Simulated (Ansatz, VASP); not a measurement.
# Te2Mo in two plane-wave programs

Aim: how closely do two programs agree when they are given the same cell, functional and k mesh? The cell is taken from a series of runs on this material, whose earlier steps may have relaxed, scaled, displaced or heated it; both programs get it as it stands.

Program: Ansatz 0.2.0. Level of theory: plane waves, with VASP 6.6.1 beside it; zone-centre phonons at PBE with D3(BJ). Results are calculated unless marked as measured.

In doubt: the program warns that the response may not be converged on this k-mesh, which bears on the force constants and all frequencies.

## (1) Set-up

Symmetry: P6_3/mmc, No. 194, hexagonal system. Conventional cell: a = 3.420 Å, b = 3.420 Å, c = 13.180 Å, α = 90.00°, β = 90.00°, γ = 120.00°. Mo has 6 Te at 2.69 Å nearest. Te has 3 Mo at 2.69 Å nearest. Farther neighbours and most contacts between anions are not listed.

## (2) Ansatz: zone-centre phonons, PBE with D3(BJ)

Ansatz runs on its PAW soft_1 files.

Second derivatives magnify differences that forces hide, and they need a tight electronic threshold.

File input.yaml:

```yaml
crystal:
  lattice:
    - [3.4195118209, 0.0, 0.0]
    - [-1.7097559104, 2.9613841055, 0.0]
    - [0.0, 0.0, 13.1801114926]
  atoms:
    - { symbol: Mo, position: [0.3333333333, 0.6666666667, 0.25] }
    - { symbol: Mo, position: [0.6666666667, 0.3333333333, 0.75] }
    - { symbol: Te, position: [0.3333333333, 0.6666666667, 0.6113843924] }
    - { symbol: Te, position: [0.6666666667, 0.3333333333, 0.1113843924] }
    - { symbol: Te, position: [0.3333333333, 0.6666666667, 0.8886156076] }
    - { symbol: Te, position: [0.6666666667, 0.3333333333, 0.3886156076] }
kpoints:
  mp_grid: { grid: [9, 9, 2] }
hamiltonian:
  xc: pbe
  dispersion: d3bj
  pseudopotentials: { kind: paw, azcp: { folder: soft_1 } }
scf:
  occupations: { method: fixed }
output:
  eigenvalues: true
phonons:
  method: dfpt
  dielectric: true
  rigid_motions: translations
```

Launch:

```console
$ ansatz run input.yaml --threads 4 --pin off --max-ram 16384MiB --backend cpu --events-out ev --progress --plain --runs-dir out
```

Numbers of over 12 decimals in the logs are rounded to 6 here.

What it wrote:

```text
Engine: ansatz 0.2.0, aarch64-unknown-linux-gnu
Pseudopotentials: kind: paw
Pseudopotential: Mo, paw, valence charge 14, recommended cutoff 420 eV (normal), soft_1/Mo.paw.azcp
Pseudopotential: Te, paw, valence charge 16, recommended cutoff 420 eV (normal), soft_1/Te.paw.azcp
Functional definition: PBE
  parameter kappa = 0.804
  parameter beta = 0.066725
  exchange = pbe_x(kappa = kappa, mu = beta*pi^2/3)
  correlation = pbe_c(beta = beta)
Crystal: 6 atoms, lattice volume = 133.468 Å³
Basis set: ecut = 420 eV, 2613 PW (Γ), exchange–correlation on 48×48×180 points (8 copies of the dense FFT grid, shifted against one another)
Bands: 56, of which v1, the nominal top of the filled ones, is band 46 counted from 1 (45 counted from 0)
Symmetry: 24 space group operations
k-points: 50 of 162 (irreducible under 2 space group operations, time reversal used)
Non-local potential: Mo, projectors of the file, l = 0: 3, l = 1: 2, l = 2: 2, l = 3: 1
Non-local potential: Te, projectors of the file, l = 0: 2, l = 1: 2, l = 2: 2, l = 3: 1
PAW form: soft (Blöchl's): semilocal exchange-correlation on the pseudo side does not see the compensation charge
PAW one-centre angular grid: Mo, 590 points (default); XC on 64 Gauss nodes
PAW one-centre angular grid: Te, 590 points (default); XC on 64 Gauss nodes
Initial density: superposition of atomic densities (chi_scale 0.1, normalization cell, long waves kept (reshape's long-wave potential 0.01 eV rms))
Initial wavefunctions: pseudopotential atomic-orbital guess
Functional: x = pbe(κ = 0.804, μ = 0.219515), c = pbe(β = 0.066725)
SCF iter   1: F=—  HF=-37838.208456 eV  |F-HF|=—  |Δ(HF+E_count)|=         —  Δρ=5.40e-2  dr2=5.19e0  ethr=3.10e-3  ⟨swp⟩=4.9  Hψ=9137  notcnv=0  defer=358
preconditioner: auto → Resta (q_TF=auto, 2.564 Å⁻¹)  ε∞=6.6  [insulator: Δε(μ)=0.409 eV  Ē_g=8.136 eV  n_scr=52 (ndim 8)  ℏωp=19.3 eV  f_vac=0.000  ε∞_Penn≈6.6]
SCF iter   2: F=—  HF=-37837.228509 eV  |F-HF|=—  |Δ(HF+E_count)|=   9.80e-1  Δρ=2.05e-2  dr2=1.94e0  ethr=3.10e-3  ⟨swp⟩=2.8  Hψ=4985  notcnv=0  defer=314
SCF iter   3: F=—  HF=-37837.001375 eV  |F-HF|=—  |Δ(HF+E_count)|=   2.27e-1  Δρ=1.39e-2  dr2=3.48e-1  ethr=2.11e-3  ⟨swp⟩=2.0  Hψ=2981  notcnv=0  defer=357
SCF iter   4: F=—  HF=-37836.924536 eV  |F-HF|=—  |Δ(HF+E_count)|=   7.68e-2  Δρ=3.41e-3  dr2=2.24e-2  ethr=3.78e-4  ⟨swp⟩=2.1  Hψ=3681  notcnv=0  defer=387
SCF iter   5: F=—  HF=-37836.921345 eV  |F-HF|=—  |Δ(HF+E_count)|=   3.19e-3  Δρ=7.46e-4  dr2=1.26e-3  ethr=2.44e-5  ⟨swp⟩=2.1  Hψ=3524  notcnv=0  defer=397
SCF iter   6: F=—  HF=-37836.921439 eV  |F-HF|=—  |Δ(HF+E_count)|=   9.38e-5  Δρ=1.52e-4  dr2=5.47e-5  ethr=1.37e-6  ⟨swp⟩=2.0  Hψ=3679  notcnv=0  defer=397
SCF iter   7: F=—  HF=-37836.921458 eV  |F-HF|=—  |Δ(HF+E_count)|=   1.88e-5  Δρ=4.93e-5  dr2=3.30e-6  ethr=5.95e-8  ⟨swp⟩=3.0  Hψ=5053  notcnv=0  defer=284
SCF iter   8: F=—  HF=-37836.921460 eV  |F-HF|=—  |Δ(HF+E_count)|=   2.31e-6  Δρ=1.36e-5  dr2=3.31e-7  ethr=3.59e-9  ⟨swp⟩=2.0  Hψ=4941  notcnv=0  defer=127
SCF iter   9: F=—  HF=-37836.921460 eV  |F-HF|=—  |Δ(HF+E_count)|=   1.52e-7  Δρ=4.44e-6  dr2=1.97e-8  ethr=3.59e-10  ⟨swp⟩=2.8  Hψ=4786  notcnv=0  defer=127
SCF iter  10: F=—  HF=-37836.921460 eV  |F-HF|=—  |Δ(HF+E_count)|=   4.11e-9  Δρ=1.66e-6  dr2=3.11e-9  ethr=2.14e-11  ⟨swp⟩=2.0  Hψ=4871  notcnv=0  defer=127
SCF iter  11: F=—  HF=-37836.921460 eV  |F-HF|=—  |Δ(HF+E_count)|=  1.75e-10  Δρ=3.81e-7  dr2=2.48e-10  ethr=3.38e-12  ⟨swp⟩=2.0  Hψ=4376  notcnv=0  defer=127
SCF iter  12: F=—  HF=-37836.921460 eV  |F-HF|=—  |Δ(HF+E_count)|=  2.91e-11  Δρ=1.78e-7  dr2=1.17e-10  ethr=1.00e-12  ⟨swp⟩=14.4  Hψ=16926  notcnv=0
SCF iter  13: F=-37836.921460 eV  HF=-37836.921460 eV  |F-HF|=7.28e-12  |Δ(HF+E_count)|=  1.46e-11  Δρ=4.15e-8  dr2=5.69e-12  ethr=1.00e-12  ⟨swp⟩=5.7  Hψ=11069  notcnv=0
SCF 1 converged in 13 iterations: F = -37836.921460 eV  dr2 = 5.69e-12
  greatest PAW one-centre occupation: 0.999 electrons in one spin orbital (limit 2), on the Mo atom at site 1 (counted from 0), in its partial waves of l = 0
NSCF: frozen V_eff on 35 k-points
DFPT response loops at Γ: preconditioner auto → Resta (q_TF=auto, 2.564 Å⁻¹)  ε∞=13.3 (no band partly filled); β = 1.00, the filter's whole step (`scf.mixing.beta` (0.50) is not read by the response loops at its default; to damp them type it under 1.00, their step now; it binds the ground state too); Broyden in place of MSR1
── the response to a field inside a basis, on 22×22×6 k-points: an SCF that follows is theirs, and a resumed run solves both again ──
Bands: 47, of which v1, the nominal top of the filled ones, is band 46 counted from 1 (45 counted from 0)
k-points: 396 of 2904 (irreducible under 8 space group operations)
Initial density: handed on by an earlier stage of this run
Initial wavefunctions: pseudopotential atomic-orbital guess (no wavefunctions were taken with the density)
Eigensolver: Dense (396 Hₖ)
[...]
SCF iter   2: F=—  HF=-37836.533039 eV  |F-HF|=—  |Δ(HF+E_count)|=   5.40e-6  Δρ=2.55e-4  dr2=6.15e-5  ethr=1.56e-7
SCF iter   3: F=—  HF=-37836.533051 eV  |F-HF|=—  |Δ(HF+E_count)|=   1.22e-5  Δρ=6.33e-5  dr2=9.29e-6  ethr=6.68e-8
SCF iter   4: F=—  HF=-37836.533051 eV  |F-HF|=—  |Δ(HF+E_count)|=   1.90e-7  Δρ=3.19e-5  dr2=2.75e-6  ethr=1.01e-8
SCF iter   5: F=—  HF=-37836.533051 eV  |F-HF|=—  |Δ(HF+E_count)|=   2.61e-7  Δρ=1.14e-5  dr2=4.99e-7  ethr=2.99e-9
SCF iter   6: F=-37836.533051 eV  HF=-37836.533051 eV  |F-HF|=9.79e-9  |Δ(HF+E_count)|=   2.47e-8  Δρ=3.65e-6  dr2=4.28e-8  ethr=5.42e-10
SCF 1 converged in 6 iterations: F = -37836.533051 eV  dr2 = 4.28e-8
  greatest PAW one-centre occupation: 0.999 electrons in one spin orbital (limit 2), on the Mo atom at site 0 (counted from 0), in its partial waves of l = 0
DFPT response loops at Γ: preconditioner auto → Resta (q_TF=auto, 2.564 Å⁻¹)  ε∞=16.9 (no band partly filled); β = 1.00, the filter's whole step (`scf.mixing.beta` (0.50) is not read by the response loops at its default; to damp them type it under 1.00, their step now; it binds the ground state too); Broyden in place of MSR1
WARN: field response: ε∞ stands inside a basis, on 22×22×6 points; the force constants stand on the 9×9×2 k-mesh, whose period is 9.88 times the interband length at k = (0.3333, 0.3333, 0.0000), direct gap 0.658 eV, under 14: take them and everything formed from them as unconverged, and compare with a denser kpoints.mp_grid
SCF converged after 13 iterations
Free energy (F): -37836.921460 eV
Harris-Foulkes:  -37836.921460 eV  (|F-HF|=7.28e-12)
Internal energy: -37836.921460 eV  (E = F + TS)
E sigma→0 (E₀):  -37836.921460 eV
Fermi energy:    14.870500 eV
--- Per-component energies (eV) ---
  E_band       = -958.999720
  E_kinetic    = 1545.552128
  E_local      = -7577.497985  (includes V_loc(G=0)·N_el)
  E_nonlocal   = 566.055735
  E_hartree    = 3634.846288
  E_xc         = -846.703468
  E_vxc        = -853.391207  (∫ρ·V_xc dr)
  E_paw        = -25112.827500  (= ΣΔE_a)
  E_vpaw       = -1909.411542  (= ΣTr[D̂ρ^β])
  E_aug_tail   = 0.000463  (compensation charges beyond the density's cutoff)
  E_ewald      = -10042.732209
  E_disp       = -3.614911  (pairwise vdW)
  E_smearing   = -0.000000  (= −TS)
  E_closure    = 0.000000  (closes the sum)
  Σ components = -37836.921460   (vs F -37836.921460, Δ=0.00e0)
--- Band table (eV; the first three rows and the last of 50) ---
  k-point 0: bands = [... 42 lower, 13.7161, 13.7161, 14.7564, 14.8538, 17.6516, 17.6516, 17.7987, 17.7987, ... 6 higher]
  k-point 1: bands = [... 42 lower, 13.6773, 13.6773, 14.7908, 14.7908, 17.6879, 17.6879, 17.6879, 17.6879, ... 6 higher]
  k-point 2: bands = [... 42 lower, 13.4886, 13.6227, 14.4831, 14.8705, 17.0603, 17.1485, 17.3099, 17.3346, ... 6 higher]
  k-point 49: bands = [... 42 lower, 12.9309, 12.9309, 13.9907, 13.9907, 15.6476, 15.6476, 16.4288, 16.4288, ... 6 higher]
--- Phonons (Γ-DFPT): 4 representative perturbations + reference, on 50 of 162 k-points (Σ response iterations 14) ---
  k mesh reduced under 2 symmetry operations, with k and −k counted as one. Each operation leaves every solved perturbation unchanged. A smaller set is not considered because the run solves the response to a homogeneous field
  ASR residual: 1.543e-4 → 0.000e0 eV/Å²; symmetrization residual: 4.938e-5 eV/Å²
  pairwise dispersion correction: d3bj (s6 = 1.0, s8 = 0.7875, a1 = 0.4289, a2_bohr = 4.4407), with the weights of each atom's references fixed at the reference crystal's, and the forces and stress that the weights' published response gives there kept as a pressure on the atom's counted neighbours (hamiltonian.dispersion)
  ASR residual per site (eV/Å²): 1.54e-4 1.54e-4 3.56e-5 3.56e-5 3.56e-5 3.56e-5
  Γ frequencies (cm⁻¹): 0.00 0.00 0.00 43.91 43.91 69.69 119.57 119.57 125.42 125.42 175.11 189.62 240.70 240.70 240.77 240.77 291.10 301.00
  ε∞ (high-frequency dielectric tensor):
       21.854105    -0.000000     0.000000
       -0.000000    21.854105     0.000000
        0.000000     0.000000    18.157601
  ε⁰ (static dielectric tensor: ions relaxed, cell fixed):
       23.894944    -0.000000    -0.000000
       -0.000000    23.894944    -0.000000
       -0.000000    -0.000000    18.698239
  ε⁰ − ε∞ (ionic part):
        2.040839    -0.000000    -0.000000
       -0.000000     2.040839    -0.000000
       -0.000000    -0.000000     0.540638
  softest optical mode at Γ: 43.91 cm⁻¹; the repairs (sum rule, projections) moved no ω² at Γ by more than (1.72 cm⁻¹)²
  Born effective charges Z* (e; rows j = field, columns β = displacement):
    site 0:
        -3.34400    0.00000   -0.00000
         0.00000   -3.34400    0.00000
        -0.00000    0.00000   -2.08151
    site 1:
        -3.34400    0.00000   -0.00000
         0.00000   -3.34400    0.00000
        -0.00000    0.00000   -2.08151
    site 2:
         1.67200   -0.00000   -0.00000
        -0.00000    1.67200   -0.00000
        -0.00000   -0.00000    1.04075
    site 3:
         1.67200   -0.00000    0.00000
        -0.00000    1.67200    0.00000
         0.00000    0.00000    1.04075
    site 4:
         1.67200   -0.00000    0.00000
        -0.00000    1.67200    0.00000
         0.00000    0.00000    1.04075
    site 5:
[...]
Z* charge neutrality: 2.271e-2 e pre-enforcement
  solved inside a basis spanned on kpoints, on 22×22×6 k-points: ε∞ is read to err by 9.1e-2, Z* by 4.6e-2 e (field_mesh: kpoints solves on kpoints); Z* is corrected for what the basis lacks
  optical modes at Γ without the LO–TO term, one row a degenerate level:
      ω (cm⁻¹)  modes    IR ((D/Å)²/amu)
[...]
optical modes at Γ + LO–TO along q̂ = [1.0000, 0.0000, 0.0000]:
      ω (cm⁻¹)  modes    IR ((D/Å)²/amu)
[...]
optical modes at Γ + LO–TO along q̂ = [0.0000, 1.0000, 0.0000]:
      ω (cm⁻¹)  modes    IR ((D/Å)²/amu)
[...]
optical modes at Γ + LO–TO along q̂ = [0.0000, 0.0000, 1.0000]:
      ω (cm⁻¹)  modes    IR ((D/Å)²/amu)
[...]
119.57      2             0.0000
        125.42      2             0.0000
        175.11      1             0.0000
        189.62      1             0.0000
        240.70      2            14.7987
        240.77      2             0.0000
        295.40      1             2.8669
        301.00      1             0.0000
```

The column dr2 measures how far the density is from self-consistency, as an energy; F and HF (Harris–Foulkes) agree once it is small.

[end of part 1 of 2]

[Lines on the potential files, build, host, timing and source positions are cut from VASP's logs without a mark.]

[Logs are printed without paths, hosts, clocks, repeated set-up lines and the standing remarks that a program may print on its own settings, such as how far it seeks lower states.]

[Hosts, paths, dates, database ids (printed as entryN), source tags and the programs' standing remarks are cut or masked in the printed files.]
